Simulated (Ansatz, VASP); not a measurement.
# NaB3 in VASP and in Ansatz

```
Na B
1.0
     3.29549    0.00000    0.00000
     0.00000    3.29549    0.00000
     0.00000    0.00000    3.29549
Na B
1 3
Cartesian
  0.0000 0.0000 0.0000
  0.0000 1.6477 1.6477
  1.6477 0.0000 1.6477
  1.6477 1.6477 0.0000
```

Change from the starting cell: species swapped into the ZrCd3 type (P4/mmm, No. 123).

Alike in both runs: functional PBE; k mesh 14 × 14 × 14; occupations gaussian, width 0.1 eV; no spin polarisation.

Ansatz relaxed the structure, and its values are those at the end. VASP's run is a single point on that final structure, the one shown.

|  | VASP | Ansatz |
| --- | --- | --- |
| version | VASP 6.6.1 | Ansatz 0.2.0 |
| potentials or method | VASP PAW PBE potentials, release 64 (Na_pv, B) | scalar-relativistic, plane waves, PAW |
| plane-wave cutoff (eV) | 520 | 420 |
| valence electrons in the cell | 16 | 18 |

Ansatz gave:

- gap on the k mesh at the Fermi level (eV): none
- pressure (GPa): 0.0

Problem. Which values does VASP return?

Solution. gap on the k mesh at the Fermi level (eV): none; pressure (GPa): 0.3.

A gap of «none» marks a metal or a gap that the smearing closes. The two sets of potentials don't hold the same shells in valence.
